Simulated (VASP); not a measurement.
Data:

```xyz
8
Lattice="6.3007 0.0000 -0.0001 0.0000 3.8504 0.0000 -0.0054 0.0000 6.6811" Properties=species:S:1:pos:R:3 pbc="T T T"
Mg     3.1512     0.0000     4.4530
Zn     3.1422     1.9252     1.1146
Zn     6.2916     1.9252     5.5889
Zn     6.2907     0.0000     2.2032
S      0.7120     0.0000     4.4457
S      0.8004     1.9252     1.1182
S      3.9662     1.9252     5.6323
S      3.9529     0.0000     2.1673
```

The numbers are results of r2SCAN meta-GGA, VASP's PBE PAW potentials (set 64) (plane waves; VASP), not measurements. Numerical set-up: 400 eV cut-off, 4×7×4 Γ-centred mesh, tetrahedra with Blöchl corrections, potentials Mg Zn S.

Question: Estimate the energy per atom (σ→0), band gap (over mesh and band path) with the smallest direct gap where there is one.

Answer: 
The band gap (over mesh and band path) is 2.97 eV, the smallest direct gap (over mesh and band path) is 2.97 eV and the energy per atom (σ→0) comes out as -8.993 eV/atom.

The structure comes from a computed database's MgZn3S4 entry (Pm); how it stands against other phases isn't given here. It was relaxed first.
